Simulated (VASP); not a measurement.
Input:

```
CELL_PARAMETERS angstrom
      3.89406     0.00000     0.00000
     -1.94703     3.37235     0.00000
      0.00000     0.00000     6.83766
ATOMIC_POSITIONS crystal
  Ca 0.66667 0.33333 0.18557
  Ca 0.33333 0.66667 0.81443
  H  0.66667 0.33333 0.85045
  H  0.33333 0.66667 0.14955
  H  0.00000 0.00000 0.00000
  Br 0.00000 0.00000 0.50000
```

All values below come from r2SCAN meta-GGA, VASP's PBE PAW potentials (set 64) (plane waves; VASP). Numerical set-up: 400 eV cut-off, 7×7×4 Γ-centred mesh, tetrahedra with Blöchl corrections, potentials Ca_sv H Br.

The path is coarsely sampled, so an indirect gap can come out somewhat too large.

**Question.** Give the energies of bands 10 to 18 at the high-symmetry points, in eV from the valence-band maximum.

**Answer.** 
```json
[
 {"band": "10", "Γ": "-6.58", "M": "-6.42", "K": "-5.76", "A": "-7.38", "L": "-6.29", "H": "-5.68"},
 {"band": "11", "Γ": "-6.25", "M": "-5.32", "K": "-5.76", "A": "-4.43", "L": "-5.49", "H": "-5.68"},
 {"band": "12", "Γ": "-3.99", "M": "-4.50", "K": "-5.24", "A": "-4.20", "L": "-4.50", "H": "-5.38"},
 {"band": "13", "Γ": "-3.99", "M": "-4.24", "K": "-3.74", "A": "-4.00", "L": "-4.27", "H": "-3.83"},
 {"band": "14", "Γ": "-3.13", "M": "-3.80", "K": "-3.64", "A": "-4.00", "L": "-3.96", "H": "-3.83"},
 {"band": "15", "Γ": "-0.18", "M": "-3.38", "K": "-3.64", "A": "0.00", "L": "-3.01", "H": "-3.47"},
 {"band": "16", "Γ": "2.77", "M": "2.82", "K": "2.34", "A": "2.53", "L": "2.17", "H": "3.03"},
 {"band": "17", "Γ": "2.77", "M": "3.27", "K": "2.34", "A": "2.55", "L": "2.71", "H": "3.03"},
 {"band": "18", "Γ": "2.85", "M": "3.34", "K": "3.40", "A": "2.55", "L": "2.94", "H": "3.13"}
]
```

The gap is indirect, 2.16 eV, from the valence maximum at A to the conduction minimum at H-A at 0.40.

The structure comes from a computed database's Ca2H3Br entry (P-3m1); how it stands against other phases isn't given here. It was relaxed first.
